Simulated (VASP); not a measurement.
A VASP calculation is set up with these files.

**POSCAR**
```
MnSi
1.0
  0.0000000000   2.6524269724   2.6524269724
  2.6524269724   0.0000000000   2.6524269724
  2.6524269724   2.6524269724   0.0000000000
Mn Si
1 1
Cart
  0.0000000000   2.6524269724   2.6524269724
  1.3262134862   1.3262134862   1.3262134862
```

INCAR:
```
GGA=PS   # PBEsol
ISMEAR=-5   # tetrahedra, Bloechl
LWAVE=.FALSE.
PREC=Accurate
LCHARG=.TRUE.
ISIF=2   # forces and stress, cell fixed
LORBIT=11   # lm-projected
ALGO=Normal   # blocked Davidson
MAGMOM=2.6 -0.2
LASPH=.TRUE.
ISPIN=2   # spin-polarised
NELM=100
NEDOS=601   # DOS grid
SYSTEM=MnSi
LMAXMIX=4
EDIFF=1E-7
ENCUT=400
LREAL=.FALSE.
```

**KPOINTS**
```
Automatic mesh
0
Gamma
13 13 13
0 0 0
```

POTCAR, in this order: Mn_pv Si (PBE.64 set). Program: vasp_std.

**Question.** Write an equivalent input for Quantum ESPRESSO's pw.x.

**Answer.** One equivalent input (not run):
```
&CONTROL
  calculation = 'scf'
  pseudo_dir = './pseudo'
  outdir = './out'
  tprnfor = .true.
  tstress = .true.
/
&SYSTEM
  ibrav = 0
  nat = 2
  ntyp = 2
  ecutwfc = 96
  occupations = 'tetrahedra'
  input_dft = 'pbesol'
  nspin = 2
  starting_magnetization(1) = 0.26
  starting_magnetization(2) = -0.02
/
&ELECTRONS
  conv_thr = 7.3e-09
  electron_maxstep = 100
/
ATOMIC_SPECIES
  Mn 54.938 Mn.upf
  Si 28.085 Si.upf
CELL_PARAMETERS angstrom
    -0.0000000    2.6524270    2.6524270
     2.6524270    0.0000000    2.6524270
     2.6524270    2.6524270    0.0000000
ATOMIC_POSITIONS crystal
  Mn   1.0000000  0.0000000  0.0000000
  Si   0.2500000  0.2500000  0.2500000
K_POINTS automatic
  13 13 13 0 0 0
```
The two are equivalent in intent, not identical: the potentials are each code's own (VASP's PAW set, PseudoDojo norm-conserving files in pw.x), so ENCUT and ecutwfc are chosen apart and not converted; conv_thr bounds pw.x's estimated SCF error, while EDIFF bounds the energy change between steps; starting_magnetization is a fraction of the valence charge and MAGMOM a moment in μB, so they match only roughly.

The structure was generated: MnSi was put into the zinc blende type (F-43m), which need not be its known phase. It was relaxed first, which changed the volume by -22 %.
